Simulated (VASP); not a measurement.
# Band gap of WS2 (Tungstenite): cutoff, mesh and cell, part 2 of 2

How far does the LDA gap of WS2 (Tungstenite) depend on cutoff, mesh and cell? The starting structure is a measured crystal structure from the Crystallography Open Database. The atoms were first relaxed with LDA in that cell, in a run that isn't shown, and the relaxed structure is the one below.

VASP 6.6.1.

Results so far: reference 0.950 eV; cell and atoms relaxed by LDA 0.873 eV; no band path 1.036 eV.

### Step 5. Bands with a cutoff of 500 eV

Level of this step: LDA; plane waves and PAW (W, S) (VASP).

Against step 2 the input has ENCUT = 500.

The input, INCAR:

```
SYSTEM = WS2
PREC = Accurate
ENCUT = 500
EDIFF = 1E-06
NELM = 100
ISMEAR = 0
SIGMA = 0.03
LREAL = .FALSE.
ALGO = Normal
GGA = CA
NBANDS = 34
LASPH = .TRUE.
LORBIT = 11
LWAVE = .FALSE.
LCHARG = .FALSE.
KPAR = 16
```

The input, POSCAR:

```
WS2
1.0
    3.1532000000      0.0000000000      0.0000000000
   -1.5766000000      2.7307513032      0.0000000000
    0.0000000000      0.0000000000     12.3230000000
W S
2 4
Direct
    0.6666666667      0.3333333333      0.7500000000
    0.3333333333      0.6666666667      0.2500000000
    0.6666666667      0.3333333333      0.3760628225
    0.3333333333      0.6666666667      0.8760628225
    0.6666666667      0.3333333333      0.1239371775
    0.3333333333      0.6666666667      0.6239371775
```

The input, KPOINTS:

```
Automatic mesh
0
Gamma
9 9 2
0 0 0
```

The input, KPOINTS_OPT:

```
Line mode
8
Line-mode
Reciprocal
  0.00000000   0.00000000   0.00000000 GAMMA
  0.50000000   0.00000000   0.00000000 M

  0.50000000   0.00000000   0.00000000 M
  0.33333333   0.33333333   0.00000000 K

  0.33333333   0.33333333   0.00000000 K
  0.00000000   0.00000000   0.00000000 GAMMA

  0.00000000   0.00000000   0.00000000 GAMMA
  0.00000000   0.00000000   0.50000000 A

  0.00000000   0.00000000   0.50000000 A
  0.50000000   0.00000000   0.50000000 L

  0.50000000   0.00000000   0.50000000 L
  0.33333333   0.33333333   0.50000000 H

  0.33333333   0.33333333   0.50000000 H
  0.00000000   0.00000000   0.50000000 A

  0.50000000   0.00000000   0.50000000 L
  0.50000000   0.00000000   0.00000000 M

  0.33333333   0.33333333   0.00000000 K
  0.33333333   0.33333333   0.50000000 H
```

The projector-augmented-wave data sets are W and S (LDA family, release 64).

On the command line:

```console
$ mpirun -np 16 vasp_std
```

Log:

```text
[... set-up lines as in an earlier step ...]
 entering main loop
       N       E                     dE             d eps       ncg     rms          rms(c)
DAV:   1     0.152653800385E+03    0.15265E+03   -0.15429E+04  1632   0.911E+02
DAV:   2    -0.431392391627E+02   -0.19579E+03   -0.18481E+03  2030   0.206E+02
DAV:   3    -0.552784098799E+02   -0.12139E+02   -0.11980E+02  2110   0.491E+01
DAV:   4    -0.554376004126E+02   -0.15919E+00   -0.15902E+00  2072   0.617E+00
[...]
DAV:  12    -0.526668473947E+02    0.44356E-04   -0.10288E-04  2084   0.546E-02    0.695E-02
DAV:  13    -0.526668474385E+02   -0.43759E-07   -0.16089E-05  1924   0.173E-02    0.174E-02
DAV:  14    -0.526668465959E+02    0.84255E-06   -0.14650E-06  1378   0.679E-03
   1 F= -.52666847E+02 E0= -.52666847E+02  d E =-.508788E-15
 Start KPOINTS_OPT (optional k-point list driver)
k-point batch [1-24\72]
       N       E                     dE             ncg
DAV:   1     0.505687154718E+04   -0.17283E+05     1632
DAV:   2     0.495388642006E+03   -0.45615E+04     1988
DAV:   3     0.215474325172E+03   -0.27991E+03     2100
DAV:   4     0.211856890295E+03   -0.36174E+01     2016
DAV:   5     0.211794774355E+03   -0.62116E-01     2106
DAV:   6     0.211793320297E+03   -0.14541E-02     2152
DAV:   7     0.211793281323E+03   -0.38974E-04     2136
DAV:   8     0.211793280211E+03   -0.11122E-05     1544
DAV:   9     0.211793280077E+03   -0.13391E-06     1454
[...]
k-point batch [49-72\72]
       N       E                     dE             ncg
DAV:   1     0.494442820287E+04   -0.23550E+05     1632
DAV:   2     0.436700123558E+03   -0.45077E+04     2010
DAV:   3     0.154206347203E+03   -0.28249E+03     2054
DAV:   4     0.150573770361E+03   -0.36326E+01     2032
DAV:   5     0.150514240072E+03   -0.59530E-01     2066
DAV:   6     0.150512905052E+03   -0.13350E-02     2102
DAV:   7     0.150512870808E+03   -0.34244E-04     2062
DAV:   8     0.150512869926E+03   -0.88156E-06     1492
```

Elapsed: 39 s, on 16 MPI ranks of Intel Xeon Platinum 8375C at 2.90GHz (Ice Lake), shared host; peak memory 4.4 GiB.

From OUTCAR (step 5):

```text
  Total       -1.9338878     -1.9338878     -0.5318706      0.0000000      0.0000000      0.0000000
  in kB      -29.2005975    -29.2005975     -8.0309418      0.0000000      0.0000000      0.0000000
  external PRESSURE =     -22.1440456 kB  Pullay stress =       0.0000000 kB

 POSITION                                       TOTAL-FORCE (eV/Angst)
 -----------------------------------------------------------------------------------
      1.57660      0.91025      9.24225        -0.000000      0.000000     -0.000000
     -0.00000      1.82050      3.08075        -0.000000     -0.000000     -0.000000
      1.57660      0.91025      4.63422        -0.000000     -0.000000     -0.002123
     -0.00000      1.82050     10.79572         0.000000     -0.000000     -0.002123
      1.57660      0.91025      1.52728         0.000000      0.000000      0.002123
     -0.00000      1.82050      7.68878         0.000000      0.000000      0.002123
 -----------------------------------------------------------------------------------
    total drift:                               -0.000000      0.000000     -0.000000

  FREE ENERGIE OF THE ION-ELECTRON SYSTEM (eV)
  ---------------------------------------------------
  free  energy   TOTEN  =       -52.6668465959 eV

  energy  without entropy=      -52.6668465959  energy(sigma->0) =      -52.66684660

[... 1 part as in an earlier step ...]

[... 2 further parts left out ...]
[key lines of the parts left out:]
E-fermi :   6.4813
```

With a cutoff of 500 eV the gap is 0.950 eV, +0.000 eV from the reference.

### Step 6. Bands with a 12×12×4 mesh

Against step 2 the input has a 12×12×4 mesh.

INCAR, as its differences from that of step 5:

```diff
@@ -2,3 +2,3 @@
 PREC = Accurate
-ENCUT = 500
+ENCUT = 350
 EDIFF = 1E-06
```

POSCAR is that of step 5.

The input, KPOINTS:

```
Automatic mesh
0
Gamma
12 12 4
0 0 0
```

KPOINTS_OPT is that of step 5.

On the command line:

```console
$ mpirun -np 16 vasp_std
```

Log:

```text
[... set-up lines as in an earlier step ...]
 entering main loop
       N       E                     dE             d eps       ncg     rms          rms(c)
DAV:   1     0.115196532712E+03    0.11520E+03   -0.12469E+04  3876   0.684E+02
DAV:   2    -0.462968200352E+02   -0.16149E+03   -0.15294E+03  4880   0.177E+02
DAV:   3    -0.553221834208E+02   -0.90254E+01   -0.89229E+01  5014   0.414E+01
DAV:   4    -0.554333878951E+02   -0.11120E+00   -0.11111E+00  4960   0.509E+00
[...]
DAV:  12    -0.526602244519E+02    0.47626E-04   -0.96270E-05  4916   0.529E-02    0.714E-02
DAV:  13    -0.526602236993E+02    0.75265E-06   -0.17518E-05  4616   0.177E-02    0.177E-02
DAV:  14    -0.526602228343E+02    0.86497E-06   -0.17931E-06  3404   0.728E-03
   1 F= -.52660223E+02 E0= -.52660223E+02  d E =-.488740E-23
 Start KPOINTS_OPT (optional k-point list driver)
k-point batch [1-57\72]
       N       E                     dE             ncg
DAV:   1     0.101443549247E+05   -0.28669E+05     3876
DAV:   2     0.110067243945E+04   -0.90437E+04     4952
DAV:   3     0.601965834542E+03   -0.49871E+03     4886
DAV:   4     0.595856323610E+03   -0.61095E+01     4910
DAV:   5     0.595754031991E+03   -0.10229E+00     4956
DAV:   6     0.595751612762E+03   -0.24192E-02     5052
DAV:   7     0.595751546028E+03   -0.66734E-04     4942
DAV:   8     0.595751544220E+03   -0.18082E-05     3436
DAV:   9     0.595751543923E+03   -0.29723E-06     3376
k-point batch [58-72\72]
       N       E                     dE             ncg
DAV:   1     0.290501071579E+05   -0.15523E+05     1028
DAV:   2     0.268320885268E+05   -0.22180E+04     1254
DAV:   3     0.267112827178E+05   -0.12081E+03     1274
DAV:   4     0.267099346836E+05   -0.13480E+01     1262
DAV:   5     0.267099143964E+05   -0.20287E-01     1292
DAV:   6     0.267099139780E+05   -0.41838E-03     1286
DAV:   7     0.267099139676E+05   -0.10484E-04     1318
DAV:   8     0.267099139673E+05   -0.24520E-06      878
```

Run time: 36 s. Hardware: 16 MPI ranks; peak memory 4.4 GiB.

Parts of OUTCAR (step 6):

```text
  Total       -2.0078442     -2.0078442     -0.6048165     -0.0000000      0.0000000      0.0000000
  in kB      -30.3172966    -30.3172966     -9.1323824     -0.0000000      0.0000000      0.0000000
  external PRESSURE =     -23.2556585 kB  Pullay stress =       0.0000000 kB

 POSITION                                       TOTAL-FORCE (eV/Angst)
 -----------------------------------------------------------------------------------
      1.57660      0.91025      9.24225        -0.000000     -0.000000      0.000000
     -0.00000      1.82050      3.08075        -0.000000      0.000000      0.000000
      1.57660      0.91025      4.63422        -0.000000      0.000000     -0.001583
     -0.00000      1.82050     10.79572         0.000000     -0.000000     -0.001583
      1.57660      0.91025      1.52728        -0.000000      0.000000      0.001583
     -0.00000      1.82050      7.68878         0.000000     -0.000000      0.001583
 -----------------------------------------------------------------------------------
    total drift:                               -0.000000      0.000000     -0.000000

  FREE ENERGIE OF THE ION-ELECTRON SYSTEM (eV)
  ---------------------------------------------------
  free  energy   TOTEN  =       -52.6602228343 eV

  energy  without entropy=      -52.6602228343  energy(sigma->0) =      -52.66022283

[... 1 part as in an earlier step ...]

[... 2 further parts left out ...]
[key lines of the parts left out:]
E-fermi :   6.5259
```

With a 12×12×4 mesh the gap is 0.931 eV, -0.019 eV from the reference.

### Step 7. All runs side by side

```csv
run,gap (eV),change (eV),core minutes
reference,0.95,-,7.47
cell and atoms relaxed by LDA,0.873,-0.077,7.73
no band path,1.036,0.086,2.35
a cutoff of 500 eV,0.95,0.0,10.4
a 12×12×4 mesh,0.931,-0.019,9.6
```

Core minutes are wall time times ranks of the run shown, on a shared host.

### Step 8. Results

```json
{
  "reference gap": "0.950 eV",
  "gap with cell and atoms relaxed by LDA": "0.873 eV",
  "gap with no band path": "1.036 eV",
  "gap with a cutoff of 500 eV": "0.950 eV",
  "gap with a 12×12×4 mesh": "0.931 eV"
}
```

What this shows: Among the runs that read a gap along the path, the one with cell and atoms relaxed by LDA moves it most, by -0.077 eV. On finer settings it changes by +0.000 eV with a cutoff of 500 eV and -0.019 eV with a 12×12×4 mesh. Read on the mesh alone, without a band path, the gap comes out +0.086 eV from the reference: such a gap is an upper bound, and here at least one band edge lies off the mesh points. The functional's own error isn't tested here. Further runs on this material are not shown.

[Lines on the potential files, build, host, timing and source positions are cut from VASP's logs without a mark.]

[Logs are printed without paths, hosts, clocks, repeated set-up lines and the standing remarks that a program may print on its own settings, such as how far it seeks lower states.]

[Hosts, paths, dates, database ids (printed as entryN), source tags and the programs' standing remarks are cut or masked in the printed files.]
